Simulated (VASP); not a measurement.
These are r2SCAN meta-GGA, VASP's PBE PAW potentials (set 64) (plane waves; VASP) values and carry that method's errors.

Input for VASP

KPOINTS_OPT:
```
k-points along high-symmetry lines
6
Line-mode
Reciprocal
  0.000000   0.000000   0.000000 ! GAMMA
  0.500000   0.000000   0.000000 ! M

  0.500000   0.000000   0.000000 ! M
  0.333333   0.333333   0.000000 ! K

  0.333333   0.333333   0.000000 ! K
  0.000000   0.000000   0.000000 ! GAMMA

  0.000000   0.000000   0.000000 ! GAMMA
  0.000000   0.000000   0.500000 ! A

  0.000000   0.000000   0.500000 ! A
  0.500000   0.000000   0.500000 ! L

  0.500000   0.000000   0.500000 ! L
  0.333333   0.333333   0.500000 ! H

  0.333333   0.333333   0.500000 ! H
  0.000000   0.000000   0.500000 ! A

  0.500000   0.000000   0.500000 ! L
  0.500000   0.000000   0.000000 ! M

  0.333333   0.333333   0.500000 ! H
  0.333333   0.333333   0.000000 ! K
```

**POSCAR**
```
Ta2N
1
    3.0732806760     0.0000000370     0.0000000000
   -1.5366397746     2.6615388520     0.0000000000
    0.0000000000     0.0000000000     4.9097081872
N Ta
1 2
Direct
  0.0000000000   0.0000000000   0.0000000000
  0.3333330000   0.6666670000   0.2579724595
  0.6666670000   0.3333330000   0.7420275405
```

### INCAR
```
ISMEAR=-5   ! tetrahedra, Bloechl
ENCUT=520
LMIXTAU=.TRUE.
LWAVE=.FALSE.
LMAXMIX=6   ! l cut-off of mixed one-centre charges
LORBIT=11
LASPH=.TRUE.
ALGO=Normal   ! blocked Davidson
SYSTEM=Ta2N
LREAL=.FALSE.
NELM=100   ! most electronic steps
LCHARG=.FALSE.
NEDOS=601   ! DOS grid
METAGGA=R2SCAN
EDIFF=1E-7
ISIF=2
PREC=Accurate
```

### KPOINTS
```
Automatic mesh
0
Gamma
13 13 7
0 0 0
```

POTCAR, in this order: N Ta_pv (PBE.64 set). Program: vasp_std.

Output of the run:

### OUTCAR
```
 ion  position               nearest neighbor table
   1  0.000  0.000  0.000-   2 2.18   3 2.18   2 2.18   3 2.18   3 2.18   2 2.18
   2  0.333  0.667  0.258-   1 2.18   1 2.18   1 2.18   3 2.97   3 2.97   3 2.97   3 3.09   3 3.09
                             3 3.09
   3  0.667  0.333  0.742-   1 2.18   1 2.18   1 2.18   2 2.97   2 2.97   2 2.97   2 3.09   2 3.09
                             2 3.09
  LATTYP: Found a hexagonal cell.
 ALAT       =     3.0732806760
 C/A-ratio  =     1.5975463047
 Subroutine PRICEL returns:
 Original cell was already a primitive cell.
 Subroutine GETGRP returns: Found 12 space group operations
The static configuration has the point symmetry D_3d.
The dynamic configuration has the point symmetry D_3d.
 Subroutine INISYM returns: Found 12 space group operations
 Subroutine IBZKPT returns following result:
 Found    126 irreducible k-points:

 Following reciprocal coordinates:
            Coordinates               Weight
  0.000000  0.000000  0.000000      1.000000
  0.076923  0.000000  0.000000      6.000000
  0.153846 -0.000000  0.000000      6.000000
  0.230769  0.000000  0.000000      6.000000
  0.307692 -0.000000  0.000000      6.000000
  0.384615  0.000000  0.000000      6.000000
  0.461538  0.000000  0.000000      6.000000
  0.076923  0.076923  0.000000      6.000000
  0.153846  0.076923  0.000000     12.000000
  0.230769  0.076923  0.000000     12.000000
  0.307692  0.076923  0.000000     12.000000
  0.384615  0.076923  0.000000     12.000000
  0.461538  0.076923  0.000000      6.000000
  0.153846  0.153846  0.000000      6.000000
  0.230769  0.153846  0.000000     12.000000
  0.307692  0.153846  0.000000     12.000000
  0.384615  0.153846  0.000000     12.000000
  0.230769  0.230769  0.000000      6.000000
  0.307692  0.230769  0.000000     12.000000
  0.384615  0.230769  0.000000      6.000000
  0.307692  0.307692  0.000000      6.000000
  0.000000  0.000000  0.142857      2.000000
  0.076923  0.000000  0.142857      6.000000
  0.000000  0.076923  0.142857      6.000000
  0.153846 -0.000000  0.142857      6.000000
  0.000000  0.153846  0.142857      6.000000
  0.230769  0.000000  0.142857      6.000000
  0.000000  0.230769  0.142857      6.000000
  0.307692 -0.000000  0.142857      6.000000
  0.000000  0.307692  0.142857      6.000000
  0.384615  0.000000  0.142857      6.000000
  0.000000  0.384615  0.142857      6.000000
  0.461538  0.000000  0.142857      6.000000
  0.000000  0.461538  0.142857      6.000000
  0.076923  0.076923  0.142857     12.000000
  0.153846  0.076923  0.142857     12.000000
 -0.076923  0.230769  0.142857     12.000000
  0.230769  0.076923  0.142857     12.000000
 -0.076923  0.307692  0.142857     12.000000
  0.307692  0.076923  0.142857     12.000000
   k-points           NKPTS =    126   k-points in BZ     NKDIM =    126   number of bands    NBANDS=     17
   number of dos      NEDOS =    601   number of ions     NIONS =      3
   total plane-waves  NPLWV =  23040
   dimension x,y,z NGX =    24 NGY =   24 NGZ =   40
   dimension x,y,z NGXF=    48 NGYF=   48 NGZF=   80
   ions per type =               1   2
   PREC   = accura    normal or accurate (medium, high low for compatibility)
   ISTART =      0    job   : 0-new  1-cont  2-samecut
   ICHARG =      2    charge: 1-file 2-atom 10-const
   ISPIN  =      1    spin polarized calculation?
   LNONCOLLINEAR =      F non collinear calculations
   LSORBIT =      F    spin-orbit coupling
   INIWAV =      1    electr: 0-lowe 1-rand  2-diag
   ENCUT  =  520.0 eV  38.22 Ry    6.18 a.u.   5.71  5.71  9.13*2*pi/ulx,y,z
   NELM   =    100;   NELMIN=  2; NELMDL= -5     # of ELM steps
...
```

**OSZICAR**
```
       N       E                     dE             d eps       ncg     rms          rms(c)
DAV:   1     0.136350927969E+03    0.13635E+03   -0.15972E+04  4292   0.168E+03
DAV:   2    -0.111140914739E+03   -0.24749E+03   -0.24481E+03  5112   0.454E+02
DAV:   3    -0.119507584990E+03   -0.83667E+01   -0.82409E+01  5837   0.747E+01
DAV:   4    -0.119601523575E+03   -0.93939E-01   -0.93019E-01  5447   0.739E+00
DAV:   5    -0.119603073852E+03   -0.15503E-02   -0.15205E-02  6049   0.643E-01    0.282E+01
DAV:   6    -0.109663610868E+03    0.99395E+01   -0.18174E+01  5505   0.341E+01    0.126E+01
DAV:   7    -0.108540645241E+03    0.11230E+01   -0.23655E+00  4878   0.115E+01    0.534E+00
DAV:   8    -0.108904857496E+03   -0.36421E+00   -0.11936E+00  4663   0.860E+00    0.160E+00
DAV:   9    -0.109024151179E+03   -0.11929E+00   -0.14701E-01  5159   0.405E+00    0.553E-01
DAV:  10    -0.109017337279E+03    0.68139E-02   -0.54422E-02  5060   0.196E+00    0.187E-01
DAV:  11    -0.109026294447E+03   -0.89572E-02   -0.32113E-02  4676   0.166E+00    0.176E-01
DAV:  12    -0.109031041451E+03   -0.47470E-02   -0.79009E-03  5157   0.773E-01    0.699E-02
DAV:  13    -0.109033514924E+03   -0.24735E-02   -0.19336E-03  4970   0.363E-01    0.387E-02
DAV:  14    -0.109033566886E+03   -0.51962E-04   -0.32052E-04  5756   0.140E-01    0.240E-02
DAV:  15    -0.109033582540E+03   -0.15654E-04   -0.10182E-04  4610   0.953E-02    0.800E-03
DAV:  16    -0.109033610327E+03   -0.27787E-04   -0.64742E-05  4944   0.738E-02    0.426E-03
DAV:  17    -0.109033617423E+03   -0.70965E-05   -0.57224E-06  5024   0.214E-02    0.205E-03
DAV:  18    -0.109033618012E+03   -0.58931E-06   -0.72940E-07  5692   0.634E-03    0.780E-04
DAV:  19    -0.109033616457E+03    0.15552E-05   -0.29097E-07  4642   0.557E-03    0.175E-04
DAV:  20    -0.109033617041E+03   -0.58374E-06   -0.42282E-08  2471   0.199E-03    0.158E-04
DAV:  21    -0.109033616944E+03    0.96799E-07   -0.40116E-09  2390   0.653E-04
   1 F= -.10903362E+03 E0= -.10903362E+03  d E =0.000000E+00
       N       E                     dE             ncg
```

File OUTCAR:
```
------------------------ aborting loop because EDIFF is reached ----------------------------------------
  FORCE on cell =-STRESS in cart. coord.  units (eV):
  Direction    XX          YY          ZZ          XY          YZ          ZX
  --------------------------------------------------------------------------------------
  Total        0.0930299      0.0930299     -0.1907682      0.0000000      0.0000000      0.0000000
  in kB        3.7114406      3.7114398     -7.6107207      0.0000008      0.0000000      0.0000000
  external PRESSURE =      -0.0626134 kB  Pullay stress =       0.0000000 kB
  volume of cell :       40.16
      direct lattice vectors                 reciprocal lattice vectors
     3.073280676  0.000000037  0.000000000     0.325385182  0.187861174  0.000000000
    -1.536639775  2.661538852  0.000000000    -0.000000005  0.375722486  0.000000000
     0.000000000  0.000000000  4.909708187     0.000000000  0.000000000  0.203678093
 POSITION                                       TOTAL-FORCE (eV/Angst)
 -----------------------------------------------------------------------------------
      0.00000      0.00000      0.00000        -0.000000     -0.000000      0.000000
     -0.00000      1.77436      1.26657        -0.000000     -0.000000     -0.109135
      1.53664      0.88718      3.64314         0.000000      0.000000      0.109135
 -----------------------------------------------------------------------------------
    total drift:                                0.000000     -0.000000      0.000000
  FREE ENERGIE OF THE ION-ELECTRON SYSTEM (eV)
  ---------------------------------------------------
  free  energy   TOTEN  =      -109.0336169442 eV

  energy  without entropy=     -109.0336169442  energy(sigma->0) =     -109.03361694

 total charge

# of ion       s       p       d       tot
------------------------------------------
    1        1.254   2.539   0.000   3.793
    2        0.326   6.231   2.354   8.911
    3        0.326   6.231   2.354   8.911
--------------------------------------------------
tot          1.905  15.001   4.708  21.615
```
(Selected blocks of OUTCAR.)

For a metal the tetrahedron method with Blöchl corrections gives inexact stress and forces.

The structure was generated: Ta2N was put into the CdI2 type (P-3m1), which need not be its known phase. It was relaxed first, which changed the volume by +19 %. The electron count is odd and the run is not spin-polarised, which forces a metal.
